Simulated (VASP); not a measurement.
All values below come from LDA (Ceperley-Alder, Perdew-Zunger), VASP's LDA PAW potentials (set 64) (plane waves; VASP).

A VASP calculation is set up with these files.

**KPOINTS**
```
K-points
0
G
 6 6 6
```

POSCAR:
```
Li2S
1
    0.0000000000     2.7838676737     2.7838676737
    2.7838676737     0.0000000000     2.7838676737
    2.7838676737     2.7838676737     0.0000000000
Li S
2 1
Direct
  0.2500000000   0.2500000000   0.2500000000
  0.7500000000   0.7500000000   0.7500000000
  0.0000000000   0.0000000000   0.0000000000
```

INCAR:
```
IBRION  =  2   ! conjugate gradients
NELM  =  100   ! most electronic steps
LASPH  =  T
SIGMA  =  0.05   ! width (eV)
EDIFF  =  1E-6
PREC  =  Accurate
LCHARG  =  F
NSW  =  60   ! most ionic steps
LWAVE  =  F
EDIFFG  =  -0.02
ISIF  =  3   ! ions, shape and volume
ALGO  =  Normal
SYSTEM  =  Li2S
ISMEAR  =  0
LREAL  =  F
ENCUT  =  520
```

POTCAR, in this order: Li_sv S (LDA.64 set). Program: vasp_std.

Problem. What does the run give for the energy per atom (σ→0), band gap (on the k-mesh)?

Solution. 
```json
{
 "energy per atom (σ→0)": "-4338 meV/atom",
 "band gap (on the k-mesh)": "3.11 eV"
}
```

OSZICAR:
```
...
DAV:   5    -0.133512320975E+02   -0.21773E-02   -0.21772E-02   454   0.128E+00    0.404E+00
DAV:   6    -0.130491359838E+02    0.30210E+00   -0.63247E-01   344   0.352E+00    0.301E+00
DAV:   7    -0.130160106354E+02    0.33125E-01   -0.17682E-01   468   0.196E+00    0.172E+00
DAV:   8    -0.130148118179E+02    0.11988E-02   -0.22021E-02   402   0.109E+00    0.563E-01
DAV:   9    -0.130142490790E+02    0.56274E-03   -0.20535E-03   426   0.246E-01    0.215E-01
DAV:  10    -0.130143341298E+02   -0.85051E-04   -0.18542E-04   390   0.981E-02    0.632E-02
DAV:  11    -0.130143348873E+02   -0.75745E-06   -0.95545E-06   464   0.288E-02
   1 F= -.13014335E+02 E0= -.13014335E+02  d E =-.130143E+02
```

The compound is Li2S in the antifluorite structure. It was relaxed first, which changed the volume by -8 %. The start is the result of an earlier pass.
